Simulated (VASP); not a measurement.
## NaCl (relaxed from the zinc blende structure, space group F-43m): computed properties

Computed with PBEsol GGA, VASP's PBE PAW potentials (set 64) (plane waves; VASP).

```yaml
space_group: F-43m (216)
cell: a = 6.1685 Å, b = 6.1685 Å, c = 6.1685 Å, α = 90.00°, β = 90.00°, γ = 90.00°
volume_per_atom: 29.34 Å³/atom
band gap (over mesh and band path): 4.84 eV
smallest direct gap (over mesh and band path): 4.84 eV
band_edge_character: direct, Γ to Γ
density: 1.65 g/cm³
```

```cif
data_ClNa
_chemical_formula_sum 'Na1 Cl1'
_space_group_name_H-M_alt 'P 1'
_space_group_IT_number 1
_cell_length_a 4.36181
_cell_length_b 4.36181
_cell_length_c 4.36181
_cell_angle_alpha 60.000
_cell_angle_beta 60.000
_cell_angle_gamma 60.000
loop_
_space_group_symop_operation_xyz
  'x, y, z'
loop_
_atom_site_label
_atom_site_type_symbol
_atom_site_fract_x
_atom_site_fract_y
_atom_site_fract_z
_atom_site_occupancy
Na1 Na 0.00000 0.00000 0.00000 1
Cl1 Cl 0.25000 0.25000 0.25000 1
```

The structure was generated: NaCl was put into the zinc blende type (F-43m), which need not be its known phase. It was relaxed first. Symmetry was kept, so distortions that lower it aren't found.
